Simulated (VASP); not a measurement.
The system is AsH3, in a box.

```
CELL_PARAMETERS angstrom
12.55720 0.00000 0.00000
0.00000 13.05720 0.00000
0.00000 0.00000 13.55720
ATOMIC_POSITIONS crystal
As 0.52424 0.50721 0.45725
H 0.52325 0.41149 0.52352
H 0.54775 0.57516 0.54744
H 0.40380 0.52132 0.47348
```

Program: VASP 6.6.1. Alike in all runs: task single point; potentials or basis VASP PAW PBE potentials, release 64 (As, H); no spin polarisation; cell as given; k mesh 1 × 1 × 1; cutoff (eV) 400; smearing gaussian 0.01 eV.

Question: Order these runs on this cell by their band gap on the k mesh, lowest first.
A. level HSE06+D3(BJ); grid for exact exchange (PRECFOCK) Fast; screening parameter 0.2 1/A
B. level PBEsol
C. level optB86b-vdW

Answer: C (5.81 eV), B (6.02 eV), A (6.94 eV).

Runs at the PBE level aren't shown here.
